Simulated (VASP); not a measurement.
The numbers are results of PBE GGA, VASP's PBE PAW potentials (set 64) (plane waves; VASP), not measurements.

A VASP calculation is set up with these files.

File KPOINTS:
```
Automatic mesh
0
Gamma
13 13 6
0 0 0
```

File POSCAR:
```
Cd
1
    1.5120550000    -2.5748210000     0.0000000000
    1.5120550000     2.5748210000     0.0000000000
    0.0000000000     0.0000000000     5.7200160000
Cd
2
Direct
  0.3333330000   0.6666670000   0.2500000000
  0.6764400000   0.3431060000   0.7500000000
```

INCAR:
```
SYSTEM = Cd
PREC = Accurate; ENCUT = 400; LREAL = .FALSE.
LASPH = .TRUE.; ISYM = 0
EDIFF = 1E-6; NELM = 100; ALGO = Normal
LMAXMIX = 4
ISMEAR = 1; SIGMA = 0.1
GGA = PE
ISIF = 2
LWAVE = .FALSE.; LCHARG = .FALSE.
```

POTCAR, in this order: Cd (PBE.64 set). Program: vasp_std.

**Question.** What will the output report for the number of irreducible k-points (NKPTS), number of bands (NBANDS), largest plane-wave count, FFT grid (NGX, NGY, NGZ)?

**Answer.** 
```
Quantity                                      Result
--------------------------------------  ------------
number of irreducible k-points (NKPTS)           508
number of bands (NBANDS)                          16
largest plane-wave count                         827
FFT grid (NGX, NGY, NGZ)                20 × 20 × 40
```

The compound is Cd in the hcp structure. The cell was not relaxed at this level, atoms are displaced from their ideal sites. The run is one of a series of settings (ISYM = 0 against the base run), some of them coarse on purpose.
